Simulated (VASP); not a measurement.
Consider the following.

```
CELL_PARAMETERS angstrom
      0.00000     2.92486     2.92486
      2.92486     0.00000     2.92486
      2.92486     2.92486     0.00000
ATOMIC_POSITIONS crystal
  Ga 0.00000 0.00000 0.00000
  As 0.25000 0.25000 0.25000
```

Computed with revPBE GGA, VASP's PBE PAW potentials (set 64) (plane waves; VASP). Settings: 520 eV cut-off, 8×8×8 Γ-centred mesh, Gaussian smearing of 0.050 eV, potentials Ga_d As.

Question: What does the run give for the energy per atom (σ→0), pressure, band gap (on the k-mesh) with the smallest direct gap where there is one?

Answer: 
```yaml
band gap (on the k-mesh): none (metal, semimetal or under 0.01 eV)
energy per atom (σ→0): -3.844 eV/atom
pressure: -1.51 GPa
```

The compound is GaAs in the zinc blende structure. This cell is one point of a volume scan, at 1.03 of the reference volume.
